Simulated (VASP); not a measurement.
Input for VASP

### INCAR
```
SYSTEM = TlPt
PREC = Accurate
ENCUT = 400
EDIFF = 1E-6
NELM = 100
ALGO = Normal
LREAL = .FALSE.
LASPH = .TRUE.
ISMEAR = 1
SIGMA = 0.1
METAGGA = R2SCAN
LMIXTAU = .TRUE.
LMAXMIX = 6
LWAVE = .FALSE.
LCHARG = .FALSE.
IBRION = 2
ISIF = 3
NSW = 60
EDIFFG = -0.02
```

KPOINTS:
```
Automatic mesh
0
Gamma
5 5 7
0 0 0
```

POSCAR:
```
TlPt
1
    6.4540062927     0.0000000000     0.0000000000
   -3.2270031464     5.5893328253    -0.0000000000
    0.0000000000     0.0000000000     3.9765583711
Tl Pt
3 3
Direct
  0.5000000000   0.0000000000   0.0000000000
  0.5000000000   0.5000000000   0.0000000000
  0.0000000000   0.5000000000   0.0000000000
  0.0000000000   0.0000000000   0.0000000000
  0.3333330000   0.6666670000   0.5000000000
  0.6666670000   0.3333330000   0.5000000000
```

POTCAR, in this order: Tl_d Pt (PBE.64 set). Program: vasp_std.

Q: Translate this r2SCAN calculation to Ansatz.

A: One equivalent input (not run):
Ansatz 0.2 input:
```yaml
crystal:
  lattice:
    - [6.4540063, 0.0000000, 0.0000000]
    - [-3.2270031, 5.5893328, 0.0000000]
    - [0.0000000, 0.0000000, 3.9765584]
  atoms:
    - { symbol: Tl, position: [0.5000000, 0.0000000, 0.0000000] }
    - { symbol: Tl, position: [0.5000000, 0.5000000, 0.0000000] }
    - { symbol: Tl, position: [0.0000000, 0.5000000, 0.0000000] }
    - { symbol: Pt, position: [0.0000000, 0.0000000, 0.0000000] }
    - { symbol: Pt, position: [0.3333330, 0.6666670, 0.5000000] }
    - { symbol: Pt, position: [0.6666670, 0.3333330, 0.5000000] }
kpoints:
  mp_grid: { grid: [5, 5, 7] }
hamiltonian:
  xc: r2scan
  pseudopotentials: { kind: paw }
scf:
  occupations: { method: methfessel_paxton, width: 0.1 }
  max_iter: 100
relax:
  max_steps: 60
  f_tol: 0.02
  cell: {}
output: { forces: true, stress: true, eigenvalues: true }
```
The two are equivalent in intent, not identical: each code has its own PAW files, so the cut-off isn't converted (ENCUT is set for VASP's; basis.ecutwfc is left out, and Ansatz then takes the one that its files recommend); Ansatz stops its SCF on the density residual and VASP on the energy change (EDIFF).

The structure comes from a measured TlPt entry (P6/mmm) of the Crystallography Open Database, whose conditions weren't checked. This run relaxes it. Symmetry was kept, so distortions that lower it aren't found. The start is the result of an earlier pass.
